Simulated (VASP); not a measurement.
```
CELL_PARAMETERS angstrom
     10.93707     0.00000     0.00000
      0.00000    10.93707     0.00000
      0.00000     0.00000    10.93707
ATOMIC_POSITIONS crystal
  Si 0.50000 0.00000 0.00000
  Si 0.62500 0.12500 0.12500
  Si 0.75000 0.25000 0.00000
  Si 0.87500 0.37500 0.12500
  Si 0.75000 0.00000 0.25000
  Si 0.87500 0.12500 0.37500
  Si 0.00000 0.00000 0.00000
  Si 0.12500 0.12500 0.12500
  Si 0.25000 0.25000 0.00000
  Si 0.37500 0.37500 0.12500
  Si 0.50000 0.50000 0.00000
  Si 0.62500 0.62500 0.12500
  Si 0.75000 0.75000 0.00000
  Si 0.87500 0.87500 0.12500
  Si 0.25000 0.00000 0.25000
  Si 0.37500 0.12500 0.37500
  Si 0.50000 0.25000 0.25000
  Si 0.62057 0.37168 0.37634
  Si 0.75000 0.50000 0.25000
  Si 0.87500 0.62500 0.37500
  Si 0.50000 0.00000 0.50000
  Si 0.62500 0.12500 0.62500
  Si 0.75000 0.25000 0.50000
  Si 0.87500 0.37500 0.62500
  Si 0.75000 0.00000 0.75000
  Si 0.87500 0.12500 0.87500
  Si 0.00000 0.50000 0.00000
  Si 0.12500 0.62500 0.12500
  Si 0.25000 0.75000 0.00000
  Si 0.37500 0.87500 0.12500
  Si 0.00000 0.25000 0.25000
  Si 0.12500 0.37500 0.37500
  Si 0.25000 0.50000 0.25000
  Si 0.37072 0.62222 0.37282
  Si 0.50000 0.75000 0.25000
  Si 0.62500 0.87500 0.37500
  Si 0.00000 0.00000 0.50000
  Si 0.12500 0.12500 0.62500
  Si 0.25000 0.25000 0.50000
  Si 0.37826 0.37049 0.62154
  Si 0.62763 0.62226 0.62447
  Si 0.75000 0.75000 0.50000
  Si 0.87500 0.87500 0.62500
  Si 0.25000 0.00000 0.75000
  Si 0.37500 0.12500 0.87500
  Si 0.50000 0.25000 0.75000
  Si 0.62500 0.37500 0.87500
  Si 0.75000 0.50000 0.75000
  Si 0.87500 0.62500 0.87500
  Si 0.00000 0.75000 0.25000
  Si 0.12500 0.87500 0.37500
  Si 0.00000 0.50000 0.50000
  Si 0.12500 0.62500 0.62500
  Si 0.25000 0.75000 0.50000
  Si 0.37500 0.87500 0.62500
  Si 0.00000 0.25000 0.75000
  Si 0.12500 0.37500 0.87500
  Si 0.25000 0.50000 0.75000
  Si 0.37500 0.62500 0.87500
  Si 0.50000 0.75000 0.75000
  Si 0.62500 0.87500 0.87500
  Si 0.00000 0.75000 0.75000
  Si 0.12500 0.87500 0.87500
  B  0.49807 0.50037 0.49645
```
Cell charge -1.

Method: PBE GGA, VASP's PBE PAW potentials (set 64) (plane waves; VASP 6.6.1). Run with PREC = Normal, LREAL = Auto, ISYM = 0, NELECT = 256.0, EDIFF = 1E-5, 400 eV cut-off, 1×1×1 Γ-centred mesh, Gaussian smearing of 0.050 eV, potentials Si B.

The cell is charged, with a uniform compensating background. The supercell is sampled at Γ alone, which is coarse: total energies, pressure and levels can be off, energies of defects by several tenths of an eV.

Problem. The ions are relaxed. Which structure does the run end with?

Solution. 
```
CELL_PARAMETERS angstrom
     10.93707     0.00000     0.00000
      0.00000    10.93707     0.00000
      0.00000     0.00000    10.93707
ATOMIC_POSITIONS crystal
  Si 0.49996 0.99973 0.99971
  Si 0.62433 0.12654 0.12663
  Si 0.74964 0.25020 0.00011
  Si 0.87313 0.37550 0.12673
  Si 0.74954 0.99994 0.25027
  Si 0.87291 0.12671 0.37555
  Si 0.00000 0.00000 0.99999
  Si 0.12503 0.12497 0.12502
  Si 0.25025 0.25016 0.99967
  Si 0.37489 0.37484 0.12573
  Si 0.49998 0.50000 0.99985
  Si 0.62497 0.62490 0.12605
  Si 0.74967 0.74958 0.99988
  Si 0.87497 0.87491 0.12500
  Si 0.25019 0.99952 0.25017
  Si 0.37484 0.12562 0.37482
  Si 0.50100 0.25411 0.25421
  Si 0.61054 0.38873 0.38884
  Si 0.74538 0.49849 0.25443
  Si 0.87383 0.62481 0.37488
  Si 0.49999 0.99979 0.49998
  Si 0.62512 0.12572 0.62506
  Si 0.74533 0.25439 0.49872
  Si 0.87398 0.37483 0.62492
  Si 0.74979 0.99960 0.74970
  Si 0.87496 0.12495 0.87493
  Si 0.99983 0.49993 0.99968
  Si 0.12666 0.62430 0.12651
  Si 0.25032 0.74950 0.99993
  Si 0.37558 0.87294 0.12663
  Si 0.99969 0.25014 0.25028
  Si 0.12579 0.37481 0.37492
  Si 0.25417 0.50093 0.25417
  Si 0.38875 0.61051 0.38882
  Si 0.49858 0.74531 0.25444
  Si 0.62486 0.87369 0.37497
  Si 0.99976 0.99986 0.49991
  Si 0.12677 0.12656 0.62431
  Si 0.25437 0.25418 0.50103
  Si 0.38915 0.38869 0.61053
  Si 0.61076 0.61045 0.61050
  Si 0.74547 0.74530 0.50118
  Si 0.87320 0.87292 0.62435
  Si 0.25035 0.99991 0.74956
  Si 0.37559 0.12666 0.87300
  Si 0.49883 0.25430 0.74540
  Si 0.62498 0.37490 0.87395
  Si 0.74543 0.50106 0.74534
  Si 0.87299 0.62432 0.87303
  Si 0.00005 0.74951 0.25021
  Si 0.12663 0.87300 0.37557
  Si 0.99993 0.49994 0.49997
  Si 0.12610 0.62482 0.62503
  Si 0.25438 0.74534 0.49863
  Si 0.37506 0.87365 0.62489
  Si 0.00015 0.25014 0.74957
  Si 0.12680 0.37550 0.87298
  Si 0.25460 0.49841 0.74526
  Si 0.37499 0.62480 0.87364
  Si 0.50137 0.74519 0.74526
  Si 0.62441 0.87287 0.87302
  Si 0.99991 0.74953 0.74970
  Si 0.12501 0.87491 0.87495
  B  0.49976 0.49970 0.49964
```
Cell charge -1.

Problem. How much energy does the relaxation gain?

Solution. The energy (σ→0) changes by -22.1 meV/atom, in 12 ionic steps.

The cell is a supercell with a defect, built from Si (diamond): B_Si, charge -1. The run is not spin-polarised, so no state with unpaired spins was tried.
